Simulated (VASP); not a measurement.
A 71-atom supercell of ZnO (wurtzite) holds Al on the Zn site with a neighbouring O vacancy in charge state +1. It is relaxed twice, with the total moment held at 0 and at 2 μB. All values below come from PBE GGA, VASP's PBE PAW potentials (set 64) (plane waves; VASP). Numerical set-up: PREC = Normal, LREAL = Auto, ISYM = 0, NELECT = 632.0, EDIFF = 1E-5, 400 eV cut-off, 1×1×1 Γ-centred mesh, Gaussian smearing of 0.050 eV, potentials Zn O Al.

The cell is charged, with a uniform compensating background. The supercell is sampled at Γ alone, which is coarse: total energies, pressure and levels can be off, energies of defects by several tenths of an eV.

### Question
Which spin state lies lower, and by how much?

### Answer
The state with 0 μB lies lower, by 1.34 eV.

The cell is a supercell with a defect, built from ZnO (wurtzite).
